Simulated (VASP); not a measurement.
Input for VASP

KPOINTS:
```
Regular mesh
0
G
7 7 10
```

### INCAR
```
# general
SYSTEM  = IrO2
PREC    = Accurate
ENCUT   = 520
LREAL   = .FALSE.
LASPH   = .TRUE.

# electronic loop
EDIFF   = 1E-7
NELM    = 100
ALGO    = Normal
LMAXMIX = 6

# smearing
ISMEAR  = 1
SIGMA   = 0.1

# functional
GGA     = 91

# ions
IBRION  = 2
NSW     = 30
ISIF    = 4
EDIFFG  = -0.01

# output
LWAVE   = .FALSE.
LCHARG  = .FALSE.
```

File POSCAR:
```
IrO2
1
    4.5013356850     0.0000000000     0.0000000000
    0.0000000000     4.5013356850     0.0000000000
    0.0000000000     0.0000000000     3.1590861969
Ir O
2 4
Direct
  0.0000000000   0.0000000000   0.0000000000
  0.5000000000   0.5000000000   0.5000000000
  0.3082941995   0.3082941995   0.0000000000
  0.8082941995   0.1917058005   0.5000000000
  0.1917058005   0.8082941995   0.5000000000
  0.6917058005   0.6917058005   0.0000000000
```

POTCAR, in this order: Ir O (PBE.64 set). Program: vasp_std.

**Question.** Translate this PW91 calculation to Quantum ESPRESSO's pw.x.

**Answer.** One equivalent input (not run):
```
&CONTROL
  calculation = 'vc-relax'
  pseudo_dir = './pseudo'
  outdir = './out'
  tprnfor = .true.
  tstress = .true.
  nstep = 30
  forc_conv_thr = 0.00039
/
&SYSTEM
  ibrav = 0
  nat = 6
  ntyp = 2
  ecutwfc = 84
  occupations = 'smearing'
  smearing = 'methfessel-paxton'
  degauss = 0.00735
  input_dft = 'pw91'
/
&ELECTRONS
  conv_thr = 7.3e-09
  electron_maxstep = 100
/
&IONS
/
&CELL
  cell_dofree = 'shape'
/
ATOMIC_SPECIES
  Ir 192.217 Ir.upf
  O 15.999 O.upf
CELL_PARAMETERS angstrom
     4.5013357    0.0000000    0.0000000
     0.0000000    4.5013357    0.0000000
     0.0000000    0.0000000    3.1590862
ATOMIC_POSITIONS crystal
  Ir   0.0000000  0.0000000  0.0000000
  Ir   0.5000000  0.5000000  0.5000000
  O    0.3082942  0.3082942  0.0000000
  O    0.8082942  0.1917058  0.5000000
  O    0.1917058  0.8082942  0.5000000
  O    0.6917058  0.6917058  0.0000000
K_POINTS automatic
  7 7 10 0 0 0
```
Limits of the translation: the potentials are each code's own (VASP's PAW set, PseudoDojo norm-conserving files in pw.x), so ENCUT and ecutwfc are chosen apart and not converted; conv_thr bounds pw.x's estimated SCF error, while EDIFF bounds the energy change between steps; forc_conv_thr acts on force components and is met together with etot_conv_thr.

The compound is IrO2 in the rutile structure. This cell is one point of a volume scan, at 0.97 of the reference volume. Symmetry was kept, so distortions that lower it aren't found.
